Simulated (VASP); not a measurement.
All values below come from RPBE GGA, VASP's PBE PAW potentials (set 64) (plane waves; VASP).

VASP input:

**KPOINTS**
```
Automatic mesh
0
Gamma
 13 13 13
```

**POSCAR**
```
Eu
3.9692130
 -0.5773503268   0.5773503268   0.5773503268
  0.5773503268  -0.5773503268   0.5773503268
  0.5773503268   0.5773503268  -0.5773503268
Eu
1
Cart
  0.0000000000   0.0000000000   0.0000000000
```

### INCAR
```
# general
SYSTEM  = Eu
PREC    = Accurate
ENCUT   = 520   # plane-wave cut-off (eV)
LREAL   = .FALSE.   # projection in real space or not
LASPH   = .TRUE.

# electronic loop
EDIFF   = 1E-7   # SCF stop (eV)
NELM    = 100   # most electronic steps
ALGO    = Normal
LMAXMIX = 6   # l cut-off of mixed one-centre charges

# smearing
ISMEAR  = -5

# functional
GGA     = RP

# ions
ISIF    = 2   # forces and stress, cell fixed

# output
LWAVE   = .FALSE.
LCHARG  = .TRUE.
LORBIT  = 11
NEDOS   = 601   # DOS grid
```

POTCAR, in this order: Eu_2 (PBE.64 set). Program: vasp_std.

The 4f electrons are frozen in the core of the lanthanide potential, so 4f levels, which can set the real gap, and their magnetism are missing. For a metal the tetrahedron method with Blöchl corrections gives inexact stress and forces.

Question: Estimate the energy per atom (σ→0), band gap (on the k-mesh).

Answer: 
```yaml
energy per atom (σ→0): -1.598 eV/atom
band gap (on the k-mesh): none (metal, semimetal or under 0.01 eV)
```

**OSZICAR**
```
...
DAV:   7    -0.159778242440E+01   -0.82674E-02   -0.63360E-03  2056   0.744E-01    0.648E-02
DAV:   8    -0.159793707100E+01   -0.15465E-03   -0.18224E-04  2320   0.112E-01    0.163E-02
DAV:   9    -0.159796076561E+01   -0.23695E-04   -0.12935E-05  1624   0.284E-02    0.579E-03
DAV:  10    -0.159796537060E+01   -0.46050E-05   -0.22223E-06  2408   0.125E-02    0.190E-03
DAV:  11    -0.159796569780E+01   -0.32721E-06   -0.45213E-08  1320   0.197E-03    0.919E-04
DAV:  12    -0.159796603087E+01   -0.33307E-06   -0.57214E-09   960   0.695E-04    0.454E-05
DAV:  13    -0.159796600409E+01    0.26785E-07   -0.65127E-10   888   0.374E-04
   1 F= -.15979660E+01 E0= -.15979660E+01  d E =0.000000E+00
```

The compound is Eu in the bcc structure. It was relaxed first.
